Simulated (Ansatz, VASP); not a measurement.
# HgPd: VASP beside Ansatz

The input INCAR:

```
SYSTEM = HgPd
ALGO = Normal ; EDIFF = 1E-7
ENCUT = 520 ; ISIF = 2
ISMEAR = 0 ; LASPH = .TRUE.
LCHARG = .FALSE. ; LREAL = .FALSE.
LWAVE = .FALSE. ; NBANDS = 18
NELM = 100 ; PREC = Accurate
SIGMA = 0.15
```

The input KPOINTS:

```
k-points
0
G
  16 16 14
  0 0 0
```

Contents of POSCAR:

```
HgPd
1.0
    3.0299525574      0.0000000000      0.0000000000
    0.0000000000      3.0754018458      0.0000000000
    0.0000000000      0.0000000000      3.6920000000
Hg Pd
1 1
Direct
    0.0000000000      0.0000000000      0.0000000000
    0.5000000000      0.5000000000      0.5000000000
```

Input for Ansatz:

```yaml
crystal:
  lattice:
    - [3.0299525574, 0.0, 0.0]
    - [0.0, 3.0754018458, 0.0]
    - [0.0, 0.0, 3.692]
  atoms:
    - { symbol: Hg, position: [0.0, 0.0, 0.0] }
    - { symbol: Pd, position: [0.5, 0.5, 0.5] }
basis:
  ecutwfc: 420
kpoints:
  mp_grid: { grid: [16, 16, 14] }
hamiltonian:
  xc: lda
scf:
  occupations: { method: gaussian, width: 0.15 }
output:
  forces: true
  stress: true
  eigenvalues: true
```

Change from the starting cell: strain +0.0150 x Voigt [0, 1, 0, 0, 0, 0], atoms carried along.

Alike in both runs: task single point; functional LDA; k mesh 16 × 16 × 14; occupations gaussian, width 0.15 eV; no spin polarisation.

|  | VASP | Ansatz |
| --- | --- | --- |
| version | VASP 6.6.1 | Ansatz 0.2.0 |
| potentials or method | VASP PAW LDA potentials, release 64 (Hg, Pd) | scalar-relativistic, plane waves, PAW |
| plane-wave cutoff (eV) | 520 | 420 |
| valence electrons in the cell | 22 | 38 |

```tsv
	VASP	Ansatz	Ansatz less VASP
gap on the k mesh at the Fermi level (eV)	none	none	-
pressure (GPa)	-5.1	-6.6	-1.44
largest component of the traceless stress (GPa)	0.69	0.63	-0.055
```

A gap of «none» marks a metal or a gap that the smearing closes. The two sets of potentials don't hold the same shells in valence.

The runs have no spin-orbit coupling, so splittings on Hg are missing.
